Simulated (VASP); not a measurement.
Energy against volume of Ni3Al (L1_2). Level of theory: RPBE GGA, VASP's PBE PAW potentials (set 64) (plane waves; VASP). Run with 520 eV cut-off, 9×9×9 Γ-centred mesh, first-order Methfessel-Paxton smearing of 0.10 eV, potentials Al Ni.

```
V (Å³/atom)  E (eV/atom)
-----------  -----------
10.951          -4.98808
11.301          -5.00671
11.650          -5.01247
12.000          -5.00734
```

Fit these four points and predict the energy of the run at 12.349 Å³/atom.

A cubic in V^(−2/3), the third-order Birch-Murnaghan form, passes through the four points with V0 = 11.65 Å³/atom and B0 = 166 GPa, and gives -4.9930 eV/atom there. The run gave -4.9930 eV/atom, -0.1 meV/atom from the fit; all five points give B0 = 166 GPa.

The compound is Ni3Al in the L1_2 structure. It was relaxed first.
